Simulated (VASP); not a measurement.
```
CELL_PARAMETERS angstrom
      2.94182    -4.16218     0.00000
      2.94182     4.16218     0.00000
      0.00000     0.00000     2.94783
ATOMIC_POSITIONS crystal
  Mg 0.50000 0.50000 0.00000
  Mg 0.00000 0.50000 0.50000
  Mg 0.50000 0.00000 0.50000
  Zn 0.00000 0.00000 0.00000
  O  0.25280 0.74720 0.00000
  O  0.74720 0.25280 0.00000
  O  0.74489 0.74489 0.50000
  O  0.25511 0.25511 0.50000
```

Level of theory: LDA (Ceperley-Alder, Perdew-Zunger), VASP's LDA PAW potentials (set 64) (plane waves; VASP). Settings: 520 eV cut-off, 5×5×8 Γ-centred mesh, tetrahedra with Blöchl corrections, potentials Mg Zn O.

The cores are frozen, which limits the accuracy of field gradients.

### Question
Give the principal components of the electric field gradient (V/Å²) and the asymmetry η at each nucleus.

### Answer

```tsv
atom	Vxx	Vyy	Vzz	η
Mg1	-0.9	-0.6	1.6	0.22
Mg2	-1.3	-0.3	1.6	0.66
Mg3	-1.3	-0.3	1.6	0.66
Zn4	-2.6	-0.7	3.3	0.60
O5	-9.9	-9.3	19.2	0.03
O6	-9.9	-9.3	19.2	0.03
O7	10.0	9.5	-19.4	0.03
O8	10.0	9.5	-19.4	0.03
```

The structure comes from a computed database's Mg3ZnO4 entry (Cmmm); how it stands against other phases isn't given here. It was relaxed first, which changed the volume by -8 %.
